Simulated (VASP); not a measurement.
Input for VASP

**INCAR**
```
PARAM1=0.1234
SIGMA=0.1
NSW=60
PREC=Accurate
SYSTEM=Mg
LCHARG=.False.
GGA=MK
NELM=100
ENCUT=520   # plane-wave cut-off (eV)
LUSE_VDW=.True.
IBRION=2
LWAVE=.False.
ALGO=Normal
PARAM2=1.0
ISMEAR=1   # Methfessel-Paxton
LREAL=.False.   # projection in real space or not
EDIFF=1E-6
EDIFFG=-0.01   # ionic stop
LASPH=.True.   # aspherical one-centre terms
ISIF=3   # ions, shape and volume
AGGAC=0.0
```

File KPOINTS:
```
kpoints
0
G
  12 12 7
```

File POSCAR:
```
Mg
1
    1.5984604282    -2.7686151238    -0.0000000000
    1.5984604282     2.7686151238    -0.0000000000
    0.0000000000     0.0000000000     5.0971342073
Mg
2
Direct
  0.3333330000   0.6666670000   0.2500000000
  0.6666670000   0.3333330000   0.7500000000
```

POTCAR, in this order: Mg (PBE.64 set). Program: vasp_std.

Question: Write an equivalent input for Quantum ESPRESSO's pw.x.

Answer: One equivalent input (not run):
```
&CONTROL
  calculation = 'vc-relax'
  pseudo_dir = './pseudo'
  outdir = './out'
  tprnfor = .true.
  tstress = .true.
  nstep = 60
  forc_conv_thr = 0.00039
/
&SYSTEM
  ibrav = 0
  nat = 2
  ntyp = 1
  ecutwfc = 84
  occupations = 'smearing'
  smearing = 'methfessel-paxton'
  degauss = 0.00735
  input_dft = 'vdw-df-ob86'
/
&ELECTRONS
  conv_thr = 7.3e-08
  electron_maxstep = 100
/
&IONS
/
&CELL
/
ATOMIC_SPECIES
  Mg 24.305 Mg.upf
CELL_PARAMETERS angstrom
     1.5984604   -2.7686151   -0.0000000
     1.5984604    2.7686151   -0.0000000
     0.0000000    0.0000000    5.0971342
ATOMIC_POSITIONS crystal
  Mg   0.3333330  0.6666670  0.2500000
  Mg   0.6666670  0.3333330  0.7500000
K_POINTS automatic
  12 12 7 0 0 0
```
The two are equivalent in intent, not identical: the potentials are each code's own (VASP's PAW set, PseudoDojo norm-conserving files in pw.x), so ENCUT and ecutwfc are chosen apart and not converted; conv_thr bounds pw.x's estimated SCF error, while EDIFF bounds the energy change between steps; forc_conv_thr acts on force components and is met together with etot_conv_thr.

The compound is Mg in the hcp structure. It was relaxed first. The start is the result of an earlier pass.
